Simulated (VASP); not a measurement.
Output of a VASP run:

File OSZICAR:
```
       N       E                     dE             d eps       ncg     rms          rms(c)
DAV:   1     0.267806542644E+02    0.26781E+02   -0.77266E+03  2288   0.120E+03
DAV:   2    -0.196717011300E+02   -0.46452E+02   -0.44260E+02  2969   0.215E+02
DAV:   3    -0.214138855821E+02   -0.17422E+01   -0.17233E+01  2941   0.325E+01
DAV:   4    -0.214293537367E+02   -0.15468E-01   -0.15459E-01  2792   0.330E+00
DAV:   5    -0.214295619552E+02   -0.20822E-03   -0.20820E-03  3037   0.317E-01    0.554E+01
DAV:   6    -0.182869919275E+02    0.31426E+01   -0.21603E+01  2560   0.235E+01    0.398E+01
DAV:   7    -0.182014442466E+02    0.85548E-01   -0.74176E-01  2669   0.638E+00    0.250E+01
DAV:   8    -0.181940976695E+02    0.73466E-02   -0.71029E-02  2558   0.262E+00    0.665E+00
DAV:   9    -0.181866364094E+02    0.74613E-02   -0.35281E-02  2570   0.112E+00    0.191E+00
DAV:  10    -0.181864331449E+02    0.20326E-03   -0.86678E-04  2768   0.258E-01    0.529E-01
DAV:  11    -0.181864207029E+02    0.12442E-04   -0.26424E-04  2621   0.115E-01    0.509E-02
DAV:  12    -0.181864188264E+02    0.18764E-05   -0.96697E-06  2686   0.272E-02    0.769E-02
DAV:  13    -0.181864182231E+02    0.60333E-06   -0.71297E-07  2761   0.850E-03    0.343E-03
DAV:  14    -0.181864182128E+02    0.10339E-07   -0.13364E-08  1357   0.113E-03
   1 F= -.18186418E+02 E0= -.18186406E+02  d E =-.370692E-04
```

### OUTCAR
```
------------------------ aborting loop because EDIFF is reached ----------------------------------------
  FORCE on cell =-STRESS in cart. coord.  units (eV):
  Direction    XX          YY          ZZ          XY          YZ          ZX
  --------------------------------------------------------------------------------------
  Total       -1.1100633     -1.1100633     -1.1100633      0.0000000      0.0000000      0.0000000
  in kB      -69.5701452    -69.5701452    -69.5701452      0.0000000      0.0000000      0.0000000
  external PRESSURE =     -69.5701452 kB  Pullay stress =       0.0000000 kB
  volume of cell :       25.56
      direct lattice vectors                 reciprocal lattice vectors
     0.000000000  2.338129004  2.338129004    -0.213846199  0.213846199  0.213846199
     2.338129004  0.000000000  2.338129004     0.213846199 -0.213846199  0.213846199
     2.338129004  2.338129004  0.000000000     0.213846199  0.213846199 -0.213846199
 POSITION                                       TOTAL-FORCE (eV/Angst)
 -----------------------------------------------------------------------------------
      0.00000      0.00000      0.00000        -0.000000     -0.000000     -0.000000
      2.33813      2.33813      2.33813         0.000000      0.000000      0.000000
 -----------------------------------------------------------------------------------
    total drift:                                0.000000      0.000000      0.000000
  FREE ENERGIE OF THE ION-ELECTRON SYSTEM (eV)
  ---------------------------------------------------
  free  energy   TOTEN  =       -18.1864182128 eV

  energy  without entropy=      -18.1863811435  energy(sigma->0) =      -18.18640586
```
(Selected blocks of OUTCAR.)

### POSCAR
```
HfC
1
    0.0000000000     2.3381290045     2.3381290045
    2.3381290045     0.0000000000     2.3381290045
    2.3381290045     2.3381290045     0.0000000000
Hf C
1 1
Direct
  0.0000000000   0.0000000000   0.0000000000
  0.5000000000   0.5000000000   0.5000000000
```

### Question
Reconstruct the remaining input files.

### Answer
This is not unique; one that fits is the input of the run itself, rev-vdW-DF2, plane waves, VASP's PBE PAW potentials (set 64).

**INCAR**
```
AGGAC = 0.0
ALGO = Normal
EDIFF = 1E-7
ENCUT = 520
GGA = MK
ISIF = 2
ISMEAR = 1
LASPH = T
LCHARG = F
LMAXMIX = 6
LREAL = F
LUSE_VDW = T
LWAVE = F
NELM = 100
PARAM1 = 0.1234568
PARAM2 = 0.7114
PREC = Accurate
SIGMA = 0.1
SYSTEM = HfC
ZAB_VDW = -1.8867
```

**KPOINTS**
```
Automatic mesh
0
gamma
14 14 14
```

POTCAR, in this order: Hf_pv C (PBE.64 set). Program: vasp_std.

The compound is HfC in the rock salt structure. This cell is one point of a volume scan, at 1.03 of the reference volume.
